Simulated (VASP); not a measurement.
Data:

```
CELL_PARAMETERS angstrom
     11.46485     0.00000     0.00000
      0.00000    11.46485     0.00000
      0.00000     0.00000    11.46485
ATOMIC_POSITIONS crystal
  Al 0.49823 0.00116 0.00030
  Al 0.75050 0.24950 0.99912
  Al 0.75091 0.99979 0.25055
  Al 0.99946 0.00073 0.99961
  Al 0.25130 0.24822 0.00043
  Al 0.49977 0.50072 0.99920
  Al 0.75178 0.74905 0.00040
  Al 0.25105 0.00132 0.24911
  Al 0.49906 0.24854 0.24949
  Al 0.75024 0.50007 0.25119
  Al 0.49956 0.99995 0.49994
  Al 0.74976 0.25128 0.49830
  Al 0.75161 0.00172 0.74945
  Al 0.99894 0.50177 0.00064
  Al 0.25055 0.74928 0.99967
  Al 0.00031 0.24917 0.25039
  Al 0.24960 0.50088 0.25057
  Al 0.49937 0.75031 0.25031
  Al 0.99891 0.00142 0.50102
  Al 0.24963 0.24931 0.49981
  Al 0.49935 0.50131 0.50060
  Al 0.75091 0.75052 0.49986
  Al 0.25063 0.00074 0.75047
  Al 0.49971 0.24939 0.75089
  Al 0.75076 0.50067 0.75119
  Al 0.99911 0.74897 0.24915
  Al 0.00044 0.50098 0.49996
  Al 0.25120 0.74908 0.50112
  Al 0.99913 0.24825 0.75003
  Al 0.25106 0.50195 0.74992
  Al 0.49829 0.74914 0.75013
  Al 0.99952 0.74945 0.75054
  As 0.62651 0.12602 0.12637
  As 0.87345 0.37371 0.12683
  As 0.87352 0.12661 0.37399
  As 0.12491 0.12506 0.12489
  As 0.37654 0.37657 0.12676
  As 0.62397 0.62362 0.12680
  As 0.87515 0.87523 0.12502
  As 0.37646 0.12646 0.37647
  As 0.87382 0.62389 0.37621
  As 0.62408 0.12722 0.62274
  As 0.87385 0.37625 0.62369
  As 0.87490 0.12518 0.87524
  As 0.12521 0.62504 0.12504
  As 0.37490 0.87493 0.12494
  As 0.12495 0.37504 0.37510
  As 0.37632 0.62381 0.37394
  As 0.62503 0.87508 0.37508
  As 0.12516 0.12508 0.62522
  As 0.37627 0.37383 0.62371
  As 0.62640 0.62414 0.62402
  As 0.87511 0.87516 0.62525
  As 0.37518 0.12515 0.87487
  As 0.62504 0.37504 0.87505
  As 0.87505 0.62500 0.87515
  As 0.12507 0.87515 0.37505
  As 0.12506 0.62520 0.62520
  As 0.37514 0.87526 0.62524
  As 0.12516 0.37505 0.87527
  As 0.37515 0.62491 0.87533
  As 0.62511 0.87532 0.87505
  As 0.12510 0.87507 0.87510
```
Cell charge -1.

Method: HSE06 screened hybrid, VASP's PBE PAW potentials (set 64) (plane waves; VASP). Run with PREC = Normal, LREAL = Auto, ISYM = 0, NELECT = 252.0, EDIFF = 1E-5, 400 eV cut-off, 1×1×1 Γ-centred mesh, Gaussian smearing of 0.050 eV, potentials Al As. Starting moments (MAGMOM): 63*0.0317. The cell's moment is fixed (NUPDOWN = 2).

The cell is charged, with a uniform compensating background. The supercell is sampled at Γ alone, which is coarse: total energies, pressure and levels can be off, energies of defects by several tenths of an eV.

**Question.** What does the run give for the cell moment, energy per atom (σ→0)?

**Answer.** 
* **cell moment**: 2.00 μB
* **energy per atom (σ→0)**: -5.294 eV/atom

The absolute energy has meaning only against runs of the same code, potentials and settings.

The cell is a supercell with a defect, built from AlAs (zinc blende): vac_As, charge -1. The cell's shape comes from a PBE relaxation.
